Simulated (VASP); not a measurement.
All values below come from PBE GGA, VASP's PBE PAW potentials (set 64) (plane waves; VASP).

VASP input:

### POSCAR
```
Os
1
    1.3775670400    -2.3860157420     0.0000000000
    1.3775670400     2.3860157420     0.0000000000
    0.0000000000     0.0000000000     4.3411551170
Os
2
Direct
  0.3333330000   0.6666670000   0.2500000000
  0.6666670000   0.3333330000   0.7500000000
```

### INCAR
```
LREAL = F   # projection in real space or not
SYSTEM = Os
EDIFF = 1E-6
LWAVE = F
SIGMA = 0.1
NSW = 40   # most ionic steps
GGA = PE   # PBE
IBRION = 2   # conjugate gradients
ISMEAR = 1   # Methfessel-Paxton
ENCUT = 500
PREC = Accurate
LCHARG = F
NELM = 100   # most electronic steps
LMAXMIX = 6   # l cut-off of mixed one-centre charges
LASPH = T   # aspherical one-centre terms
EDIFFG = -0.02   # ionic stop
ALGO = Normal   # blocked Davidson
ISIF = 3
```

### KPOINTS
```
Automatic mesh
0
Gamma
15 15 9
0 0 0
```

POTCAR, in this order: Os (PBE.64 set). Program: vasp_std.

The run wrote:

File OSZICAR:
```
       N       E                     dE             d eps       ncg     rms          rms(c)
DAV:   1     0.998868972773E+02    0.99887E+02   -0.74867E+03  3240   0.124E+03
DAV:   2    -0.171335315196E+02   -0.11702E+03   -0.10578E+03  3488   0.391E+02
DAV:   3    -0.237813426052E+02   -0.66478E+01   -0.61643E+01  3912   0.777E+01
DAV:   4    -0.239336073794E+02   -0.15226E+00   -0.15126E+00  3460   0.121E+01
DAV:   5    -0.239355013807E+02   -0.18940E-02   -0.18934E-02  3868   0.109E+00    0.223E+01
DAV:   6    -0.228275699366E+02    0.11079E+01   -0.12361E+00  3512   0.103E+01    0.101E+01
DAV:   7    -0.225107955100E+02    0.31677E+00   -0.84131E-01  3752   0.835E+00    0.443E-01
DAV:   8    -0.225050759934E+02    0.57195E-02   -0.73153E-03  3340   0.704E-01    0.269E-01
DAV:   9    -0.225028893162E+02    0.21867E-02   -0.13929E-03  3488   0.448E-01    0.537E-02
DAV:  10    -0.225029277455E+02   -0.38429E-04   -0.57591E-05  3660   0.772E-02    0.997E-03
DAV:  11    -0.225028979653E+02    0.29780E-04   -0.61905E-06  3348   0.294E-02    0.832E-04
DAV:  12    -0.225028971707E+02    0.79461E-06   -0.13807E-07  1736   0.432E-03
   1 F= -.22502897E+02 E0= -.22503309E+02  d E =-.225029E+02
       N       E                     dE             d eps       ncg     rms          rms(c)
DAV:   1    -0.225049831182E+02   -0.20852E-02   -0.22015E-01  3288   0.413E+00    0.250E-01
DAV:   2    -0.225029383185E+02    0.20448E-02   -0.24127E-03  3964   0.654E-01    0.127E-01
DAV:   3    -0.225023011247E+02    0.63719E-03   -0.11600E-03  3580   0.293E-01    0.246E-02
DAV:   4    -0.225023044724E+02   -0.33477E-05   -0.75482E-05  3368   0.113E-01    0.116E-02
DAV:   5    -0.225023038001E+02    0.67231E-06   -0.11244E-06  2248   0.114E-02
   2 F= -.22502304E+02 E0= -.22502609E+02  d E =0.593371E-03
       N       E                     dE             d eps       ncg     rms          rms(c)
DAV:   1    -0.225042723092E+02   -0.19678E-02   -0.86373E-02  3284   0.259E+00    0.156E-01
DAV:   2    -0.225034800174E+02    0.79229E-03   -0.94020E-04  3972   0.407E-01    0.793E-02
DAV:   3    -0.225032293772E+02    0.25064E-03   -0.45666E-04  3584   0.184E-01    0.151E-02
DAV:   4    -0.225032306118E+02   -0.12345E-05   -0.29711E-05  3348   0.714E-02    0.730E-03
DAV:   5    -0.225032300141E+02    0.59770E-06   -0.43703E-07  1804   0.718E-03
   3 F= -.22503230E+02 E0= -.22503619E+02  d E =-.332843E-03
```

### OUTCAR
```
------------------------ aborting loop because EDIFF is reached ----------------------------------------
  FORCE on cell =-STRESS in cart. coord.  units (eV):
  Direction    XX          YY          ZZ          XY          YZ          ZX
  --------------------------------------------------------------------------------------
  Total       -0.0141754     -0.0141754     -0.0125504      0.0000000      0.0000000      0.0000000
  in kB       -0.7957676     -0.7957673     -0.7045455      0.0000000      0.0000000      0.0000000
  external PRESSURE =      -0.7653602 kB  Pullay stress =       0.0000000 kB
  volume of cell :       28.54
      direct lattice vectors                 reciprocal lattice vectors
     1.376227225 -2.383695116  0.000000000     0.363312098 -0.209758369 -0.000000000
     1.376227225  2.383695116  0.000000000     0.363312098  0.209758369 -0.000000000
     0.000000000 -0.000000000  4.350004558    -0.000000000 -0.000000000  0.229884817
 POSITION                                       TOTAL-FORCE (eV/Angst)
 -----------------------------------------------------------------------------------
      1.37623      0.79457      1.08750         0.000000      0.000000      0.000000
      1.37623     -0.79457      3.26250        -0.000000     -0.000000      0.000000
 -----------------------------------------------------------------------------------
    total drift:                               -0.000001      0.000024     -0.000020
  FREE ENERGIE OF THE ION-ELECTRON SYSTEM (eV)
  ---------------------------------------------------
  free  energy   TOTEN  =       -22.5032300141 eV

  energy  without entropy=      -22.5043968207  energy(sigma->0) =      -22.50361895

 reached required accuracy - stopping structural energy minimisation
```
(Selected blocks of OUTCAR.)

**CONTCAR**
```
Os
   1.00000000000000
     1.3762272253970180   -2.3836951160914781    0.0000000000000000
     1.3762272253970180    2.3836951160914781    0.0000000000000000
     0.0000000000000000   -0.0000000000000000    4.3500045580753373
  Os
     2
Direct
     0.3333330000000032    0.6666669999999968    0.2500000000000000
     0.6666669999999968    0.3333330000000032    0.7500000000000000
```

The compound is Os in the hcp structure. This run relaxes it. Symmetry was kept, so distortions that lower it aren't found.
